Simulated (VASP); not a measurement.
Given:

```
Mg2Ge
1.0
    0.00000     3.19500     3.19500
    3.19500     0.00000     3.19500
    3.19500     3.19500     0.00000
Mg Ge
2 1
Cartesian
  1.59750   1.59750   1.59750
  4.79250   4.79250   4.79250
  0.00000   0.00000   0.00000
```

Method: PBE GGA, VASP's PBE PAW potentials (set 64) (plane waves; VASP). Numerical set-up: 400 eV cut-off, KSPACING 0.16 per Å, Gaussian smearing of 0.050 eV, potentials Mg Ge_d.

Question: What does the run give for the energy per atom (σ→0)?

Answer: 
```yaml
energy per atom (σ→0): -268.9 kJ/mol of atoms
```

The compound is Mg2Ge in the antifluorite structure. The cell was not relaxed at this level. The run is one of a series of settings (KGAMMA = .FALSE., KSPACING = 0.16, KPOINTS file removed against the base run), some of them coarse on purpose.
